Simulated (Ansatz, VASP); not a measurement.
**Two plane-wave programs on LaAl2TeRu2**

```xyz
6
Lattice="4.8179 0.0000 0.0000 0.0000 4.8179 0.0000 0.0000 0.0000 5.9292" Properties=species:S:1:pos:R:3 pbc="T T T"
La    0.0000    0.0000    2.9646
Te    0.0000    0.0000    0.0000
Al    2.4089    2.4089    1.4287
Al    2.4089    2.4089    4.5005
Ru    0.0000    2.4089    0.0000
Ru    2.4089    0.0000    0.0000
```

Alike in both runs: functional r2SCAN; k mesh 4 × 4 × 3; occupations gaussian, width 0.1829 eV; no spin polarisation.

Ansatz relaxed the structure, and its values are those at the end. VASP's run is a single point on that final structure, the one shown.

|  | VASP | Ansatz |
| --- | --- | --- |
| version | VASP 6.6.1 | Ansatz 0.2.0 |
| potentials or method | VASP PAW PBE potentials, release 64 (La, Te, Al, Ru_pv) | PAW plane waves |
| plane-wave cutoff (eV) | 520 | 500 |
| valence electrons in the cell | 51 | 65 |

Ansatz gave:

```
gap on the k mesh at the Fermi level (eV) : none
pressure (GPa)                            : 0.0
```

Question: Estimate VASP's values.

Answer: gap on the k mesh at the Fermi level (eV): none; pressure (GPa): -0.1.

A gap of «none» marks a metal or a gap that the smearing closes. The two sets of potentials don't hold the same shells in valence.

Caveats: the PAW data sets were made with another functional, which shifts forces and pressure a little (VASP). The runs have no spin-orbit coupling, so splittings on La, Te are missing.
